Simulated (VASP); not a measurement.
Given:

```xyz
2
Lattice="3.5263 0.0000 0.0000 0.0000 3.5263 0.0000 0.0000 0.0000 3.5263" Properties=species:S:1:pos:R:3 pbc="T T T"
Sc     1.7631     1.7631     1.7631
Cd     0.0000     0.0000     0.0000
```

Method: PBEsol GGA, VASP's PBE PAW potentials (set 64) (plane waves; VASP 6.6.1). Run with 300 eV cut-off, 8×8×8 Γ-centred mesh, Fermi-Dirac smearing of 0.10 eV, potentials Sc_sv Cd.

At this cut-off the stress carries a Pulay error, which pulls relaxed volumes low.

**Question.** Give the stress tensor in GPa (positive for a compressed cell).

**Answer.** 
```
-2.65   0.00   0.00
 0.00  -2.65   0.00
 0.00   0.00  -2.65
```
The pressure is its mean diagonal, -2.65 GPa.

The structure comes from a computed database's ScCd entry (Pm-3m); how it stands against other phases isn't given here. The cell was not relaxed at this level. The electron count is odd and the run is not spin-polarised, which forces a metal.
